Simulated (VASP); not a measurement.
# RPA total energies of GaP, part 4 of 6

Wanted: where the RPA puts the energy minimum of GaP. The scan starts from a database cell, scaled to the smallest volume of the series. The cell is of the zinc-blende type, one of the forms listed for this formula. The start is a cell from a database of measured crystal structures.

VASP 6.6.1, plane waves and PAW; the level of theory is named at each step.

So far. Step 14 (Orbitals for comparison: HSE06, volume ratio 0.97): The run ends at a pressure of 4.96 GPa. Step 15 (Comparison: HSE06, volume ratio 0.97): Its energy is -5.3834 eV an atom, on a zero of its own.

## Step 16: Orbitals, volume ratio 1

This step: PBE; plane waves and PAW (Ga_d_GW, P_GW) (VASP 6.6.1).

The same chain follows at a volume ratio of 1.

Input file INCAR:

```
SYSTEM = GaP
PREC = Accurate
ENCUT = 550
EDIFF = 1E-08
NELM = 100
ISMEAR = 0
SIGMA = 0.05
LREAL = .FALSE.
ALGO = Normal
GGA = PE
NBANDS = 15
LORBIT = 11
LWAVE = .TRUE.
LCHARG = .FALSE.
KPAR = 8
```

Input file POSCAR:

```
GaP
1.0
    0.0000000000      2.7252500000      2.7252500000
    2.7252500000      0.0000000000      2.7252500000
    2.7252500000      2.7252500000      0.0000000000
Ga P
1 1
Direct
    0.0000000000      0.0000000000      0.0000000000
    0.7500000000      0.7500000000      0.7500000000
```

Input file KPOINTS:

```
Automatic mesh
0
Gamma
6 6 6
0 0 0
```

The projector-augmented-wave data sets are Ga_d_GW and P_GW (PBE family, release 64).

Started as:

```bash
> mpirun -np 8 vasp_std
```

Log:

```text
[... set-up lines as in an earlier step ...]
 entering main loop
       N       E                     dE             d eps       ncg     rms          rms(c)
DAV:   1     0.130224826221E+03    0.13022E+03   -0.10801E+04   512   0.166E+03
DAV:   2     0.304084722079E+01   -0.12718E+03   -0.12320E+03   515   0.372E+02
DAV:   3    -0.886862394357E+01   -0.11909E+02   -0.11796E+02   683   0.137E+02
DAV:   4    -0.935415515410E+01   -0.48553E+00   -0.48539E+00   685   0.297E+01
[...]
DAV:  11    -0.908246423970E+01   -0.12325E-04   -0.20432E-05   733   0.440E-02    0.290E-03
DAV:  12    -0.908246489175E+01   -0.65206E-06   -0.13289E-06   598   0.963E-03    0.285E-04
DAV:  13    -0.908246488831E+01    0.34447E-08   -0.39703E-08   710   0.183E-03
   1 F= -.90824649E+01 E0= -.90824649E+01  d E =-.218376E-15
 writing wavefunctions
```

The job ended after 3.8 s (8 MPI ranks of Intel Xeon 6975P-C (Granite Rapids), shared host; peak memory 1.4 GiB).

OUTCAR, selected parts (step 16):

```text
  Total        0.5293455      0.5293455      0.5293455      0.0000000      0.0000000     -0.0000000
  in kB       20.9508069     20.9508069     20.9508069      0.0000000      0.0000000     -0.0000000
  external PRESSURE =      20.9508069 kB  Pullay stress =       0.0000000 kB

 POSITION                                       TOTAL-FORCE (eV/Angst)
 -----------------------------------------------------------------------------------
      0.00000      0.00000      0.00000         0.000000      0.000000      0.000000
      4.08788      4.08788      4.08788        -0.000000     -0.000000     -0.000000
 -----------------------------------------------------------------------------------
    total drift:                                0.000002      0.000002      0.000002

  FREE ENERGIE OF THE ION-ELECTRON SYSTEM (eV)
  ---------------------------------------------------
  free  energy   TOTEN  =        -9.0824648883 eV

  energy  without entropy=       -9.0824648883  energy(sigma->0) =       -9.08246489

[... 1 part as in an earlier step ...]

[... 2 further parts left out ...]
[key lines of the parts left out:]
E-fermi :   4.6305
```

The run ends at a pressure of 2.10 GPa.

## Step 17: Exact exchange, volume ratio 1

This step: Hartree-Fock energy on PBE orbitals; plane waves and PAW (Ga_d_GW, P_GW) (VASP 6.6.1).

Exact exchange at this point.

Input file INCAR:

```
SYSTEM = GaP
PREC = Accurate
ENCUT = 550
ISMEAR = 0
SIGMA = 0.05
LREAL = .FALSE.
GGA = PE
NBANDS = 15
ALGO = Eigenval
NELM = 1
LHFCALC = .TRUE.
AEXX = 1
ALDAC = 0
AGGAC = 0
PRECFOCK = Normal
LWAVE = .FALSE.
LCHARG = .FALSE.
```

POSCAR is that of step 16.

KPOINTS is that of step 16.

The run starts from files that an earlier step left in the folder.

Started as:

```bash
> mpirun -np 8 vasp_std
```

Log:

```text
[... set-up lines as in an earlier step ...]
 entering main loop
       N       E                     dE             d eps       ncg     rms          rms(c)
EIG:   1    -0.161479384741E+02   -0.16148E+02    0.00000E+00     0   0.000E+00
   1 F= -.16147938E+02 E0= -.16147938E+02  d E =-.101546E-10
```

Elapsed: 55 s, on 8 MPI ranks; peak memory 1.1 GiB; 7.2 min of CPU time.

From OUTCAR (step 17):

```text
 POSITION                                       TOTAL-FORCE (eV/Angst)
 -----------------------------------------------------------------------------------
      0.00000      0.00000      0.00000        -0.000000     -0.000000     -0.000000
      4.08788      4.08788      4.08788         0.000000      0.000000      0.000000
 -----------------------------------------------------------------------------------
    total drift:                               -0.000004      0.000001     -0.000001

  FREE ENERGIE OF THE ION-ELECTRON SYSTEM (eV)
  ---------------------------------------------------
  free  energy   TOTEN  =       -16.1479384741 eV

  energy  without entropy=      -16.1479384741  energy(sigma->0) =      -16.14793847

[... 2 parts as in an earlier step ...]

[... 1 further part left out ...]
[key lines of the parts left out:]
E-fermi :   4.5739
```

The Hartree-Fock energy on these orbitals is -8.0740 eV an atom.

## Step 18: Empty bands, volume ratio 1

This step: PBE; plane waves and PAW (Ga_d_GW, P_GW) (VASP 6.6.1).

The empty bands are made again, for the run that follows.

Input file INCAR:

```
SYSTEM = GaP
PREC = Accurate
ENCUT = 550
ISMEAR = 0
SIGMA = 0.05
LREAL = .FALSE.
GGA = PE
NBANDS = 1240
ALGO = Exact
NELM = 1
LWAVE = .TRUE.
LCHARG = .FALSE.
LOPTICS = .TRUE.
NEDOS = 1000
CSHIFT = 0.1
```

POSCAR is that of step 17.

KPOINTS is that of step 17.

Started as:

```bash
> mpirun -np 8 vasp_std
```

Log:

```text
[banner, memory and clock lines left out]
running    8 mpi-ranks, on    1 nodes
[...]
[... a notice as in an earlier step ...]

 LDA part: xc-table for (Slater+PW92), standard interpolation
 found WAVECAR, reading the header
  number of bands has changed, file:    15 present:  1240
  trying to continue reading WAVECAR, but it might fail
 POSCAR, INCAR and KPOINTS ok, starting setup
[...]
reading WAVECAR
 random initialization beyond band           15
 the WAVECAR file was read successfully
 initial charge from wavefunction
 entering main loop
       N       E                     dE             d eps       ncg     rms          rms(c)
DIA:   1    -0.908246490044E+01   -0.90825E+01    0.00000E+00     0   0.000E+00
   1 F= -.90824649E+01 E0= -.90824649E+01  d E =-.253910E-46
 writing wavefunctions
 optical routines
 imaginary and real dielectric function
 recalculating local potential from charge density
 direction            1
 direction            2
 direction            3
```

The job ended after 14 s (8 MPI ranks; peak memory 2 GiB; 1.7 min of CPU time).

From OUTCAR (step 18):

```text
  Total        0.5277214      0.5277214      0.5277214      0.0000000     -0.0000000     -0.0000000
  in kB       20.8865286     20.8865286     20.8865286      0.0000000     -0.0000000     -0.0000000
  external PRESSURE =      20.8865286 kB  Pullay stress =       0.0000000 kB

 POSITION                                       TOTAL-FORCE (eV/Angst)
 -----------------------------------------------------------------------------------
      0.00000      0.00000      0.00000        -0.000000     -0.000000     -0.000000
      4.08788      4.08788      4.08788         0.000000      0.000000      0.000000
 -----------------------------------------------------------------------------------
    total drift:                                0.000002      0.000002      0.000002

  FREE ENERGIE OF THE ION-ELECTRON SYSTEM (eV)
  ---------------------------------------------------
  free  energy   TOTEN  =        -9.0824649004 eV

  energy  without entropy=       -9.0824649004  energy(sigma->0) =       -9.08246490

[... 1 part as in an earlier step ...]

[... 2 further parts left out ...]
[key lines of the parts left out:]
E-fermi :   4.8635
```

WAVECAR now holds 1240 bands for 18 electrons.

## Step 19: RPA correlation, volume ratio 1

This step: RPA correlation on PBE orbitals; plane waves and PAW (Ga_d_GW, P_GW) (VASP 6.6.1).

RPA correlation at this point.

Input file INCAR:

```
SYSTEM = GaP
PREC = Accurate
ENCUT = 550
ISMEAR = 0
SIGMA = 0.05
LREAL = .FALSE.
GGA = PE
NBANDS = 1240
ALGO = ACFDT
ENCUTGW = 200
NOMEGA = 12
PRECFOCK = Fast
LWAVE = .FALSE.
LCHARG = .FALSE.
```

POSCAR is that of step 18.

KPOINTS is that of step 18.

Started as:

```bash
> mpirun -np 8 vasp_std
```

Log:

```text
[banner, memory and clock lines left out]
running    8 mpi-ranks, on    1 nodes
[...]
[... a notice as in an earlier step ...]

 LDA part: xc-table for (Slater+PW92), standard interpolation
 found WAVECAR, reading the header
 POSCAR, INCAR and KPOINTS ok, starting setup
[...]
reading WAVECAR
 the WAVECAR file was read successfully
 initial charge from wavefunction
 available memory per node:     46.28 GB, setting MAXMEM to     47390

 The Fermi energy was updated, please check that it is located mid-gap
 values below the HOMO (VB) or above the LUMO (CB) will cause erroneous energies
 E-fermi :   5.1884

 the WAVEDER file was read successfully
 set NWRITE>2 for more details about minimax calculation
 number of imaginary grid points requested:      12
 number of distinct grids requested:  1
 quadrature errors minimized for energies in [ 0.165E+01, 0.554E+03 ]
 bosonic grid (T=0, re) determined with error: 0.7381E-07
 bosonic grid (re): 0.7381E-07
[...]
NQ=  10    0.3333    0.3333    0.0000,
|.........|.........|.........|.........
 performed     278070000 updates of chi_q(r,r)
 total number of BLAS operations     154177.94 Gflops
NQ=  11    0.5000    0.3333    0.0000,
|.........|.........|.........|.........
 performed     305877000 updates of chi_q(r,r)
 total number of BLAS operations     169332.38 Gflops
NQ=  12   -0.3333    0.3333    0.0000,
|.........|.........|.........|.........
 performed     333684000 updates of chi_q(r,r)
 total number of BLAS operations     183911.76 Gflops
NQ=  13    0.5000    0.5000    0.0000,
|.........|.........|.........|.........
 performed     361491000 updates of chi_q(r,r)
 total number of BLAS operations     198264.22 Gflops
NQ=  14    0.5000    0.3333    0.1667,
|.........|.........|.........|.........
 performed     389298000 updates of chi_q(r,r)
 total number of BLAS operations     213302.76 Gflops
NQ=  15   -0.3333    0.3333    0.1667,
|.........|.........|.........|.........
 performed     417105000 updates of chi_q(r,r)
 total number of BLAS operations     228110.82 Gflops
NQ=  16   -0.3333    0.5000    0.1667,
|.........|.........|.........|.........
 performed     444912000 updates of chi_q(r,r)
 total number of BLAS operations     242918.89 Gflops
 entering main loop
```

Elapsed: 26 min, on 8 MPI ranks; peak memory 7.8 GiB; 3.5 h of CPU time.

From OUTCAR (step 19):

```text
      cutoff energy     smooth cutoff   RPA   correlation   Hartree contr. to MP2
---------------------------------------------------------------------------------
            200.000           160.000      -17.3279918043      -27.8694609411
            190.476           152.381      -17.1676220870      -27.6126171367
            181.406           145.125      -16.9961897023      -27.3386950216
            172.768           138.214      -16.8145564017      -27.0496451425
            164.541           131.632      -16.6230625928      -26.7466371512
            156.705           125.364      -16.4229340805      -26.4321676113
            149.243           119.394      -16.2145232761      -26.1075228827
            142.136           113.709      -15.9991217632      -25.7750766095
  linear regression

[... 2 parts as in an earlier step ...]

[... 2 further parts left out ...]
[key lines of the parts left out:]
E-fermi :   5.1884
```

Extrapolated by the program to an infinite response cutoff, the correlation energy is -9.6526 eV an atom, +20 meV against the point before. With exact exchange the total is -17.7266 eV an atom.

## Step 20: Comparison: r2SCAN, volume ratio 1

This step: r2SCAN; plane waves and PAW (Ga_d_GW, P_GW) (VASP 6.6.1).

The comparison at this point.

Input file INCAR:

```
SYSTEM = GaP
PREC = Accurate
ENCUT = 550
EDIFF = 1E-06
NELM = 100
ISMEAR = 0
SIGMA = 0.05
LREAL = .FALSE.
ALGO = Normal
METAGGA = R2SCAN
LASPH = .TRUE.
NBANDS = 15
LWAVE = .FALSE.
LCHARG = .FALSE.
KPAR = 8
```

POSCAR is that of step 19.

KPOINTS is that of step 19.

Started as:

```bash
> mpirun -np 8 vasp_std
```

Log:

```text
[... set-up lines as in an earlier step ...]
 entering main loop
       N       E                     dE             d eps       ncg     rms          rms(c)
DAV:   1     0.119895952759E+03    0.11990E+03   -0.11112E+04   504   0.171E+03
DAV:   2    -0.113756981879E+02   -0.13127E+03   -0.12722E+03   529   0.383E+02
DAV:   3    -0.235553469011E+02   -0.12180E+02   -0.12070E+02   683   0.141E+02
DAV:   4    -0.240515429848E+02   -0.49620E+00   -0.49607E+00   683   0.308E+01
[...]
DAV:  11    -0.214603709536E+02   -0.23805E-04   -0.90444E-05   783   0.143E-01    0.130E-02
DAV:  12    -0.214603549919E+02    0.15962E-04   -0.59505E-05   683   0.218E-01    0.181E-03
DAV:  13    -0.214603556679E+02   -0.67602E-06   -0.76545E-07   402   0.148E-02
   1 F= -.21460356E+02 E0= -.21460356E+02  d E =-.760613E-16
```

Elapsed: 13 s, on 8 MPI ranks; peak memory 1.4 GiB.

Parts of OUTCAR (step 20):

```text
  Total        0.0361024      0.0361024      0.0361024      0.0000000     -0.0000000     -0.0000000
  in kB        1.4288855      1.4288855      1.4288855      0.0000000     -0.0000000     -0.0000000
  external PRESSURE =       1.4288855 kB  Pullay stress =       0.0000000 kB

 POSITION                                       TOTAL-FORCE (eV/Angst)
 -----------------------------------------------------------------------------------
      0.00000      0.00000      0.00000         0.000000      0.000000      0.000000
      4.08788      4.08788      4.08788        -0.000000     -0.000000     -0.000000
 -----------------------------------------------------------------------------------
    total drift:                               -0.000110     -0.000110     -0.000110

  FREE ENERGIE OF THE ION-ELECTRON SYSTEM (eV)
  ---------------------------------------------------
  free  energy   TOTEN  =       -21.4603556679 eV

  energy  without entropy=      -21.4603556679  energy(sigma->0) =      -21.46035567

[... 2 parts as in an earlier step ...]

[... 1 further part left out ...]
[key lines of the parts left out:]
E-fermi :   4.4440
```

Its energy is -10.7302 eV an atom, on a zero of its own.

## Step 21: Orbitals for comparison: HSE06, volume ratio 1

This step: PBE; plane waves and PAW (Ga_d_GW, P_GW) (VASP 6.6.1).

Starting orbitals, as before.

Input file INCAR:

```
SYSTEM = GaP
PREC = Accurate
ENCUT = 550
EDIFF = 1E-05
NELM = 100
ISMEAR = 0
SIGMA = 0.05
LREAL = .FALSE.
ALGO = Normal
GGA = PE
NBANDS = 15
LORBIT = 11
LWAVE = .TRUE.
LCHARG = .FALSE.
KPAR = 8
```

POSCAR is that of step 20.

KPOINTS is that of step 20.

Started as:

```bash
> mpirun -np 8 vasp_std
```

Log:

```text
[... set-up lines as in an earlier step ...]
 entering main loop
       N       E                     dE             d eps       ncg     rms          rms(c)
[... 10 cycles as in an earlier step ...]
DAV:  11    -0.908246416857E+01   -0.12253E-04   -0.19721E-05   669   0.440E-02    0.278E-03
DAV:  12    -0.908246483814E+01   -0.66957E-06   -0.12934E-06   324   0.115E-02
   1 F= -.90824648E+01 E0= -.90824648E+01  d E =-.210127E-15
 writing wavefunctions
```

Elapsed: 3.6 s, on 8 MPI ranks; peak memory 1.4 GiB.

From OUTCAR (step 21):

```text
  Total        0.5350854      0.5350854      0.5350854      0.0000000      0.0000000     -0.0000000
  in kB       21.1779865     21.1779865     21.1779865      0.0000000      0.0000000     -0.0000000
  external PRESSURE =      21.1779865 kB  Pullay stress =       0.0000000 kB

  FREE ENERGIE OF THE ION-ELECTRON SYSTEM (eV)
  ---------------------------------------------------
  free  energy   TOTEN  =        -9.0824648381 eV

  energy  without entropy=       -9.0824648381  energy(sigma->0) =       -9.08246484

[... 3 parts as in an earlier step ...]

[... 1 further part left out ...]
[key lines of the parts left out:]
E-fermi :   4.6307
```

The run ends at a pressure of 2.12 GPa.

## Step 22: Comparison: HSE06, volume ratio 1

This step: HSE06; plane waves and PAW (Ga_d_GW, P_GW) (VASP 6.6.1).

The comparison at this point.

Input file INCAR:

```
SYSTEM = GaP
PREC = Accurate
ENCUT = 550
EDIFF = 1E-06
NELM = 100
ISMEAR = 0
SIGMA = 0.05
LREAL = .FALSE.
ALGO = Normal
LHFCALC = .TRUE.
AEXX = 0.25
GGA = PE
HFSCREEN = 0.2
LASPH = .TRUE.
NBANDS = 15
PRECFOCK = Fast
LWAVE = .FALSE.
LCHARG = .FALSE.
KPAR = 8
```

POSCAR is that of step 21.

KPOINTS is that of step 21.

The WAVECAR or CHGCAR of an earlier step is read.

Started as:

```bash
> mpirun -np 8 vasp_std
```

Log:

```text
[... set-up lines as in an earlier step ...]
 entering main loop
       N       E                     dE             d eps       ncg     rms          rms(c)
DAV:   1    -0.107940024233E+02   -0.10794E+02   -0.55022E-01   769   0.203E+01    0.604E-01
DAV:   2    -0.107835392032E+02    0.10463E-01   -0.77785E-02   760   0.685E+00    0.301E-01
DAV:   3    -0.107830424797E+02    0.49672E-03   -0.60492E-03   690   0.186E+00    0.146E-01
DAV:   4    -0.107828570907E+02    0.18539E-03   -0.37305E-04   687   0.244E-01    0.760E-02
DAV:   5    -0.107828013655E+02    0.55725E-04   -0.95262E-05   797   0.102E-01    0.438E-02
DAV:   6    -0.107827847788E+02    0.16587E-04   -0.13997E-05   772   0.366E-02    0.264E-02
DAV:   7    -0.107827775489E+02    0.72299E-05   -0.21003E-06   585   0.177E-02    0.159E-02
DAV:   8    -0.107827745313E+02    0.30176E-05   -0.85734E-07   352   0.914E-03    0.960E-03
DAV:   9    -0.107827735552E+02    0.97611E-06   -0.56339E-07   282   0.654E-03
   1 F= -.10782774E+02 E0= -.10782774E+02  d E =-.116857E-14
```

Wall time 2.6 min (8 MPI ranks); peak memory 2.2 GiB; 21 min of CPU time.

Parts of OUTCAR (step 22):

```text
 POSITION                                       TOTAL-FORCE (eV/Angst)
 -----------------------------------------------------------------------------------
      0.00000      0.00000      0.00000         0.000000     -0.000000     -0.000000
      4.08788      4.08788      4.08788        -0.000000      0.000000      0.000000
 -----------------------------------------------------------------------------------
    total drift:                               -0.000042     -0.000016     -0.000027

  FREE ENERGIE OF THE ION-ELECTRON SYSTEM (eV)
  ---------------------------------------------------
  free  energy   TOTEN  =       -10.7827735552 eV

  energy  without entropy=      -10.7827735552  energy(sigma->0) =      -10.78277356

[... 2 parts as in an earlier step ...]

[... 1 further part left out ...]
[key lines of the parts left out:]
E-fermi :   4.1727
```

Its energy is -5.3914 eV an atom, on a zero of its own.

## Step 23: Orbitals, volume ratio 1.03

This step: PBE; plane waves and PAW (Ga_d_GW, P_GW) (VASP 6.6.1).

The same chain follows at a volume ratio of 1.03.

Input file INCAR:

```
SYSTEM = GaP
PREC = Accurate
ENCUT = 550
EDIFF = 1E-08
NELM = 100
ISMEAR = 0
SIGMA = 0.05
LREAL = .FALSE.
ALGO = Normal
GGA = PE
NBANDS = 15
LORBIT = 11
LWAVE = .TRUE.
LCHARG = .FALSE.
KPAR = 8
```

Input file POSCAR:

```
GaP
1.0
    0.0000000000      2.7522344282      2.7522344282
    2.7522344282      0.0000000000      2.7522344282
    2.7522344282      2.7522344282      0.0000000000
Ga P
1 1
Direct
    0.0000000000      0.0000000000      0.0000000000
    0.7500000000      0.7500000000      0.7500000000
```

KPOINTS is that of step 22.

Started as:

```bash
> mpirun -np 8 vasp_std
```

Log:

```text
[... set-up lines as in an earlier step ...]
 entering main loop
       N       E                     dE             d eps       ncg     rms          rms(c)
DAV:   1     0.129619340538E+03    0.12962E+03   -0.10215E+04   504   0.159E+03
DAV:   2     0.157926211819E+01   -0.12804E+03   -0.12359E+03   550   0.367E+02
DAV:   3    -0.892065629235E+01   -0.10500E+02   -0.10435E+02   662   0.131E+02
DAV:   4    -0.935799383390E+01   -0.43734E+00   -0.43721E+00   726   0.292E+01
[...]
DAV:  12    -0.909317082450E+01   -0.66948E-06   -0.15401E-06   610   0.923E-03    0.894E-04
DAV:  13    -0.909317079708E+01    0.27425E-07   -0.89620E-08   818   0.187E-03    0.126E-04
DAV:  14    -0.909317080459E+01   -0.75152E-08   -0.64094E-09   516   0.661E-04
   1 F= -.90931708E+01 E0= -.90931708E+01  d E =-.402175E-18
 writing wavefunctions
```

It took 4.2 s on 8 MPI ranks; peak memory 1.4 GiB.

OUTCAR, selected parts (step 23):

```text
  Total       -0.0871278     -0.0871278     -0.0871278      0.0000000      0.0000000      0.0000000
  in kB       -3.3479653     -3.3479653     -3.3479653      0.0000000      0.0000000      0.0000000
  external PRESSURE =      -3.3479653 kB  Pullay stress =       0.0000000 kB

 POSITION                                       TOTAL-FORCE (eV/Angst)
 -----------------------------------------------------------------------------------
      0.00000      0.00000      0.00000         0.000000      0.000000      0.000000
      4.12835      4.12835      4.12835        -0.000000     -0.000000     -0.000000
 -----------------------------------------------------------------------------------
    total drift:                                0.000003      0.000003      0.000003

  FREE ENERGIE OF THE ION-ELECTRON SYSTEM (eV)
  ---------------------------------------------------
  free  energy   TOTEN  =        -9.0931708046 eV

  energy  without entropy=       -9.0931708046  energy(sigma->0) =       -9.09317080

[... 1 part as in an earlier step ...]

[... 2 further parts left out ...]
[key lines of the parts left out:]
E-fermi :   4.3704
```

The run ends at a pressure of -0.33 GPa.

[end of part 4 of 6]

[Lines on the potential files, build, host, timing and source positions are cut from VASP's logs without a mark.]

[Logs are printed without paths, hosts, clocks, repeated set-up lines and the standing remarks that a program may print on its own settings, such as how far it seeks lower states.]

[Hosts, paths, dates, database ids (printed as entryN), source tags and the programs' standing remarks are cut or masked in the printed files.]

[Pressures printed for these runs are not shown converged in the cutoff: they can be off by several GPa and have the wrong sign.]
